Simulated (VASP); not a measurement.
Level of theory: PBE GGA, VASP's PBE PAW potentials (set 64) (plane waves; VASP).

The input files of a VASP run:

### KPOINTS
```
Regular mesh
0
Gamma
 1 1 1
0 0 0
```

### INCAR
```
EDIFF=1E-5
EDIFFG=-0.03
NELECT=252.0
SIGMA=0.05
SYSTEM=In32P31
ISIF=2   ! forces and stress, cell fixed
PREC=Normal
ISMEAR=0
NELM=100   ! most electronic steps
IBRION=2
NSW=60
ISYM=0
GGA=PE   ! PBE
LCHARG=.FALSE.
ENCUT=400
LMAXMIX=4
LREAL=Auto   ! projection in real space or not
ALGO=Fast   ! Davidson, then RMM-DIIS
NELMIN=4
LWAVE=.TRUE.
LASPH=.TRUE.   ! aspherical one-centre terms
```

**POSCAR**
```
In32P31
1
   11.9995217332     0.0000000000     0.0000000000
    0.0000000000    11.9995217332    -0.0000000000
   -0.0000000000    -0.0000000000    11.9995217332
In P
32 31
Direct
  0.5000000000   0.0000000000   0.0000000000
  0.7500000000   0.2500000000   0.0000000000
  0.7500000000   0.0000000000   0.2500000000
  0.0000000000   0.0000000000   0.0000000000
  0.2500000000   0.2500000000   0.0000000000
  0.5000000000   0.5000000000   0.0000000000
  0.7500000000   0.7500000000   0.0000000000
  0.2500000000   0.0000000000   0.2500000000
  0.5017240000   0.2541880000   0.2511650000
  0.7458970000   0.4969300000   0.2512380000
  0.5000000000   0.0000000000   0.5000000000
  0.7542140000   0.2465940000   0.5025270000
  0.7500000000   0.0000000000   0.7500000000
  0.0000000000   0.5000000000   0.0000000000
  0.2500000000   0.7500000000   0.0000000000
  0.0000000000   0.2500000000   0.2500000000
  0.2500000000   0.5000000000   0.2500000000
  0.5000000000   0.7500000000   0.2500000000
  0.0000000000   0.0000000000   0.5000000000
  0.2500000000   0.2500000000   0.5000000000
  0.5030200000   0.4958310000   0.4968020000
  0.7500000000   0.7500000000   0.5000000000
  0.2500000000   0.0000000000   0.7500000000
  0.5000000000   0.2500000000   0.7500000000
  0.7500000000   0.5000000000   0.7500000000
  0.0000000000   0.7500000000   0.2500000000
  0.0000000000   0.5000000000   0.5000000000
  0.2500000000   0.7500000000   0.5000000000
  0.0000000000   0.2500000000   0.7500000000
  0.2500000000   0.5000000000   0.7500000000
  0.5000000000   0.7500000000   0.7500000000
  0.0000000000   0.7500000000   0.7500000000
  0.6250000000   0.1250000000   0.1250000000
  0.8750000000   0.3750000000   0.1250000000
  0.8750000000   0.1250000000   0.3750000000
  0.1250000000   0.1250000000   0.1250000000
  0.3750000000   0.3750000000   0.1250000000
  0.6250000000   0.6250000000   0.1250000000
  0.8750000000   0.8750000000   0.1250000000
  0.3750000000   0.1250000000   0.3750000000
  0.8750000000   0.6250000000   0.3750000000
  0.6250000000   0.1250000000   0.6250000000
  0.8750000000   0.3750000000   0.6250000000
  0.8750000000   0.1250000000   0.8750000000
  0.1250000000   0.6250000000   0.1250000000
  0.3750000000   0.8750000000   0.1250000000
  0.1250000000   0.3750000000   0.3750000000
  0.3750000000   0.6250000000   0.3750000000
  0.6250000000   0.8750000000   0.3750000000
  0.1250000000   0.1250000000   0.6250000000
  0.3750000000   0.3750000000   0.6250000000
  0.6250000000   0.6250000000   0.6250000000
  0.8750000000   0.8750000000   0.6250000000
  0.3750000000   0.1250000000   0.8750000000
  0.6250000000   0.3750000000   0.8750000000
  0.8750000000   0.6250000000   0.8750000000
  0.1250000000   0.8750000000   0.3750000000
  0.1250000000   0.6250000000   0.6250000000
  0.3750000000   0.8750000000   0.6250000000
  0.1250000000   0.3750000000   0.8750000000
  0.3750000000   0.6250000000   0.8750000000
  0.6250000000   0.8750000000   0.8750000000
  0.1250000000   0.8750000000   0.8750000000
```

POTCAR, in this order: In P (PBE.64 set). Program: vasp_gam.

What VASP printed:

**OSZICAR**
```
       N       E                     dE             d eps       ncg     rms          rms(c)
DAV:   1     0.153416921344E+04    0.15342E+04   -0.85902E+04   316   0.109E+03
DAV:   2    -0.683722621573E+02   -0.16025E+04   -0.15400E+04   386   0.195E+02
DAV:   3    -0.259994590069E+03   -0.19162E+03   -0.18808E+03   376   0.700E+01
DAV:   4    -0.267041018289E+03   -0.70464E+01   -0.69818E+01   368   0.153E+01
DAV:   5    -0.267310388675E+03   -0.26937E+00   -0.26836E+00   416   0.290E+00    0.305E+01
RMM:   6    -0.253949198020E+03    0.13361E+02   -0.26265E+01   316   0.653E+00    0.177E+01
RMM:   7    -0.253290344668E+03    0.65885E+00   -0.29816E+01   316   0.664E+00    0.599E+00
RMM:   8    -0.252776914535E+03    0.51343E+00   -0.56556E+00   316   0.373E+00    0.240E+00
RMM:   9    -0.252748277910E+03    0.28637E-01   -0.68457E-01   321   0.148E+00    0.105E+00
RMM:  10    -0.252747179444E+03    0.10985E-02   -0.11155E-01   364   0.580E-01    0.776E-01
RMM:  11    -0.252741712668E+03    0.54668E-02   -0.63877E-02   316   0.369E-01    0.206E-01
RMM:  12    -0.252742769261E+03   -0.10566E-02   -0.74539E-03   320   0.181E-01    0.202E-01
RMM:  13    -0.252743039794E+03   -0.27053E-03   -0.17368E-03   321   0.838E-02    0.118E-01
RMM:  14    -0.252743090812E+03   -0.51018E-04   -0.68711E-04   370   0.423E-02    0.257E-02
RMM:  15    -0.252743098842E+03   -0.80305E-05   -0.87947E-05   271   0.158E-02
   1 F= -.25274310E+03 E0= -.25274310E+03  d E =-.252743E+03
       N       E                     dE             d eps       ncg     rms          rms(c)
DAV:   1    -0.252810215904E+03   -0.67125E-01   -0.13286E+00   368   0.202E+00    0.760E-01
RMM:   2    -0.252817705266E+03   -0.74894E-02   -0.11015E-01   316   0.678E-01    0.193E-01
RMM:   3    -0.252818877851E+03   -0.11726E-02   -0.19639E-02   324   0.307E-01    0.122E-01
RMM:   4    -0.252818700254E+03    0.17760E-03   -0.34864E-03   318   0.135E-01    0.405E-02
RMM:   5    -0.252818813270E+03   -0.11302E-03   -0.11949E-03   360   0.669E-02    0.360E-02
RMM:   6    -0.252818829826E+03   -0.16556E-04   -0.20409E-04   348   0.273E-02    0.321E-02
RMM:   7    -0.252818833291E+03   -0.34654E-05   -0.34329E-05   238   0.103E-02
   2 F= -.25281883E+03 E0= -.25281883E+03  d E =-.757344E-01
       N       E                     dE             d eps       ncg     rms          rms(c)
DAV:   1    -0.252831453582E+03   -0.12624E-01   -0.34948E-01   360   0.104E+00    0.394E-01
RMM:   2    -0.252833395658E+03   -0.19421E-02   -0.29160E-02   316   0.349E-01    0.993E-02
RMM:   3    -0.252833711023E+03   -0.31537E-03   -0.53011E-03   325   0.159E-01    0.614E-02
RMM:   4    -0.252833666554E+03    0.44469E-04   -0.92991E-04   318   0.699E-02    0.211E-02
RMM:   5    -0.252833696905E+03   -0.30351E-04   -0.32064E-04   357   0.349E-02    0.182E-02
RMM:   6    -0.252833700650E+03   -0.37450E-05   -0.49453E-05   247   0.142E-02
   3 F= -.25283370E+03 E0= -.25283370E+03  d E =-.906018E-01
       N       E                     dE             d eps       ncg     rms          rms(c)
DAV:   1    -0.252834628472E+03   -0.93157E-03   -0.59983E-02   368   0.430E-01    0.164E-01
RMM:   2    -0.252834962025E+03   -0.33355E-03   -0.49746E-03   316   0.144E-01    0.413E-02
RMM:   3    -0.252835022595E+03   -0.60569E-04   -0.94147E-04   331   0.662E-02    0.267E-02
RMM:   4    -0.252835014957E+03    0.76374E-05   -0.15384E-04   316   0.285E-02    0.859E-03
RMM:   5    -0.252835019829E+03   -0.48712E-05   -0.49072E-05   260   0.144E-02
   4 F= -.25283502E+03 E0= -.25283502E+03  d E =-.919210E-01
       N       E                     dE             d eps       ncg     rms          rms(c)
DAV:   1    -0.252842386530E+03   -0.73716E-02   -0.10485E-01   344   0.592E-01    0.226E-01
RMM:   2    -0.252842790301E+03   -0.40377E-03   -0.88611E-03   316   0.190E-01    0.614E-02
RMM:   3    -0.252842880948E+03   -0.90646E-04   -0.20314E-03   345   0.880E-02    0.457E-02
RMM:   4    -0.252842839120E+03    0.41827E-04   -0.28828E-04   317   0.365E-02    0.143E-02
RMM:   5    -0.252842846218E+03   -0.70975E-05   -0.11058E-04   317   0.201E-02    0.112E-02
RMM:   6    -0.252842844142E+03    0.20762E-05   -0.27610E-05   211   0.967E-03
   5 F= -.25284284E+03 E0= -.25284284E+03  d E =-.782431E-02
       N       E                     dE             d eps       ncg     rms          rms(c)
DAV:   1    -0.252844904336E+03   -0.20581E-02   -0.74527E-02   360   0.499E-01    0.191E-01
RMM:   2    -0.252845207212E+03   -0.30288E-03   -0.63685E-03   316   0.161E-01    0.514E-02
RMM:   3    -0.252845278506E+03   -0.71294E-04   -0.14733E-03   347   0.746E-02    0.394E-02
RMM:   4    -0.252845249063E+03    0.29443E-04   -0.20492E-04   317   0.307E-02    0.127E-02
RMM:   5    -0.252845254502E+03   -0.54393E-05   -0.82122E-05   309   0.172E-02
   6 F= -.25284525E+03 E0= -.25284525E+03  d E =-.102347E-01
       N       E                     dE             d eps       ncg     rms          rms(c)
DAV:   1    -0.252845270504E+03   -0.21441E-04   -0.12795E-03   384   0.663E-02    0.283E-02
RMM:   2    -0.252845277939E+03   -0.74348E-05   -0.14578E-04   316   0.235E-02    0.784E-03
RMM:   3    -0.252845280555E+03   -0.26161E-05   -0.32855E-05   216   0.112E-02    0.610E-03
RMM:   4    -0.252845280529E+03    0.25628E-07   -0.49650E-06   182   0.475E-03
   7 F= -.25284528E+03 E0= -.25284528E+03  d E =-.102607E-01
       N       E                     dE             d eps       ncg     rms          rms(c)
DAV:   1    -0.252846778575E+03   -0.14980E-02   -0.69614E-02   344   0.459E-01    0.162E-01
RMM:   2    -0.252847221401E+03   -0.44283E-03   -0.52937E-03   316   0.150E-01    0.387E-02
RMM:   3    -0.252847315663E+03   -0.94263E-04   -0.10157E-03   335   0.693E-02    0.312E-02
RMM:   4    -0.252847310935E+03    0.47279E-05   -0.13661E-04   316   0.287E-02    0.151E-02
RMM:   5    -0.252847313904E+03   -0.29684E-05   -0.51632E-05   282   0.150E-02
   8 F= -.25284731E+03 E0= -.25284731E+03  d E =-.203337E-02
       N       E                     dE             d eps       ncg     rms          rms(c)
DAV:   1    -0.252847446576E+03   -0.13564E-03   -0.10211E-02   360   0.176E-01    0.621E-02
RMM:   2    -0.252847516951E+03   -0.70375E-04   -0.82123E-04   316   0.589E-02    0.154E-02
RMM:   3    -0.252847533907E+03   -0.16956E-04   -0.16909E-04   343   0.275E-02    0.149E-02
RMM:   4    -0.252847533123E+03    0.78390E-06   -0.20739E-05   198   0.110E-02
   9 F= -.25284753E+03 E0= -.25284753E+03  d E =-.225259E-02
       N       E                     dE             d eps       ncg     rms          rms(c)
DAV:   1    -0.252847539143E+03   -0.52361E-05   -0.71701E-04   362   0.466E-02    0.184E-02
RMM:   2    -0.252847542923E+03   -0.37797E-05   -0.54138E-05   283   0.150E-02    0.518E-03
RMM:   3    -0.252847544429E+03   -0.15060E-05   -0.12695E-05   173   0.752E-03    0.320E-03
RMM:   4    -0.252847544683E+03   -0.25374E-06   -0.21315E-06   164   0.338E-03
  10 F= -.25284754E+03 E0= -.25284754E+03  d E =-.226415E-02
       N       E                     dE             d eps       ncg     rms          rms(c)
DAV:   1    -0.252848110570E+03   -0.56614E-03   -0.16311E-02   344   0.227E-01    0.758E-02
RMM:   2    -0.252848199057E+03   -0.88488E-04   -0.11460E-03   316   0.710E-02    0.185E-02
RMM:   3    -0.252848221841E+03   -0.22784E-04   -0.23983E-04   339   0.334E-02    0.167E-02
RMM:   4    -0.252848220890E+03    0.95179E-06   -0.31894E-05   216   0.135E-02
  11 F= -.25284822E+03 E0= -.25284822E+03  d E =-.676207E-03
```

OUTCAR:
```
------------------------ aborting loop because EDIFF is reached ----------------------------------------
  FORCE on cell =-STRESS in cart. coord.  units (eV):
  Direction    XX          YY          ZZ          XY          YZ          ZX
  --------------------------------------------------------------------------------------
  Total       18.0817521     18.0806752     18.0467174     -0.0827555     -0.1224314      0.1161556
  in kB       16.7671513     16.7661527     16.7346637     -0.0767389     -0.1135303      0.1077107
  external PRESSURE =      16.7559892 kB  Pullay stress =       0.0000000 kB
  volume of cell :     1727.79
      direct lattice vectors                 reciprocal lattice vectors
    11.999521733  0.000000000  0.000000000     0.083336655  0.000000000  0.000000000
     0.000000000 11.999521733  0.000000000     0.000000000  0.083336655  0.000000000
     0.000000000  0.000000000 11.999521733     0.000000000  0.000000000  0.083336655
  FREE ENERGIE OF THE ION-ELECTRON SYSTEM (eV)
  ---------------------------------------------------
  free  energy   TOTEN  =      -252.8482208895 eV

  energy  without entropy=     -252.8482208895  energy(sigma->0) =     -252.84822089

 reached required accuracy - stopping structural energy minimisation
```
(Selected blocks of OUTCAR.)

File CONTCAR:
```
In32P31
   1.00000000000000
    11.9995217331999999    0.0000000000000000    0.0000000000000000
     0.0000000000000000   11.9995217331999999    0.0000000000000000
     0.0000000000000000    0.0000000000000000   11.9995217331999999
  In              P
    32    31
Direct
     0.4986363481396037    0.0008181094349284    0.0008503336546183
     0.7494547469158306    0.2504630765202022    0.9994258569514595
     0.7489440581999743    0.9991826156761437    0.2504212985830242
     0.0004286503762520    0.9995285510454130    0.9995762964200239
     0.2508610479854558    0.2485322266794389    0.0007966766136376
     0.5005375542382581    0.4995119580928892    0.9992734414052771
     0.7514643160677075    0.7491755420719716    0.0008013578640760
     0.2508417948387675    0.0008954308460367    0.2486502866413485
     0.5002508529531634    0.2511740798082727    0.2501556347398867
     0.7487434857597679    0.4993162478601249    0.2504405199655578
     0.5004527892633209    0.9993031498661332    0.4989699980343795
     0.7541463992678974    0.2460198513051843    0.5039483949491730
     0.7514740064746830    0.0003501281424690    0.7495107258102095
     0.9991150205938406    0.5013619211490518    0.0008297930141117
     0.2495840785386352    0.7504400781010341    0.9996062201450936
     0.0008686221086682    0.2510178558234519    0.2503570715275629
     0.2494765988331666    0.4996115980678169    0.2506721684562209
     0.5004460364716783    0.7504287184349029    0.2506494865894957
     0.9996936988550649    0.0002391518142041    0.5015472077270284
     0.2495204093376935    0.2505081108818367    0.4994169348013504
     0.5009440803555298    0.4988526611357257    0.4986245055703089
     0.7494146739604887    0.7503137591805396    0.4993750061023842
     0.2496480710657202    0.9995076750411114    0.7504276624943345
     0.5004427334027916    0.2509140254180441    0.7507244038279569
     0.7489907624162598    0.4996279906772672    0.7506880791010487
     0.9990695563418358    0.7492000535819082    0.2486499908153491
     0.0006973146102616    0.4996127959371667    0.4989223719301754
     0.2508803443718425    0.7491284100948067    0.5014733424091951
     0.9996171766778683    0.2484472377472871    0.7495822708914063
     0.2508071796451745    0.5013325449301219    0.7490354471591454
     0.4986917412082826    0.7491489632931974    0.7489746822845460
     0.0004371945382827    0.7503934387847374    0.7504288915085201
     0.6252591178339330    0.1266012994351138    0.1264187600670386
     0.8734154076482172    0.3746350001564047    0.1263814710283378
     0.8744339789041642    0.1255830313105810    0.3738326117559108
     0.1245224621251941    0.1252327234489356    0.1251824762483941
     0.3760586634446733    0.3757250688705822    0.1260893553442472
     0.6244445081219684    0.6237956411219496    0.1261706199030156
     0.8747067904625299    0.8755210804767980    0.1252213423161768
     0.3764862878959804    0.1266385067024221    0.3751624050488932
     0.8733512187394679    0.6234623021772766    0.3751013233052385
     0.6239924380092272    0.1257334021812173    0.6242304122136251
     0.8743929028780778    0.3761097972091779    0.6243335529037143
     0.8747743871619030    0.1251613210189060    0.8754338561144609
     0.1254034110661352    0.6247697988308925    0.1252569926367030
     0.3752531452961972    0.8745480395423247    0.1252987281804449
     0.1251299807863907    0.3750017562209083    0.3750207208059317
     0.3763280818249042    0.6236461056554540    0.3747735166520670
     0.6249937511991834    0.8748438826559654    0.3750338406537488
     0.1255262451261529    0.1251855633504723    0.6247748364337886
     0.3764730609425158    0.3746479699313776    0.6234001483186359
     0.6251865947919194    0.6233918563018126    0.6232793619602068
     0.8747107692390006    0.8744102709576502    0.6247165223007816
     0.3752860780615686    0.1252239156043961    0.8745029099238613
     0.6250349778156812    0.3749727423855841    0.8750548410969970
     0.8747147636409632    0.6247418571891712    0.8744782256767158
     0.1253182739043468    0.8746608753297453    0.3748921683209959
     0.1244654016871918    0.6247429525453271    0.6246826178804286
     0.3752878147677531    0.8755309006364703    0.6246703196663327
     0.1251559676522272    0.3750350227020467    0.8751142221716500
     0.3752066743755186    0.6248307507852443    0.8753129103840401
     0.6249521915570142    0.8748130165335478    0.8751041039336639
     0.1250083092262320    0.8749885912888264    0.8750004687660529
```

The cell is charged, with a uniform compensating background. The supercell is sampled at Γ alone, which is coarse: total energies, pressure and levels can be off, energies of defects by several tenths of an eV.

The cell is a supercell with a defect, built from InP (zinc blende): vac_P, charge -1. The run is not spin-polarised, so no state with unpaired spins was tried.
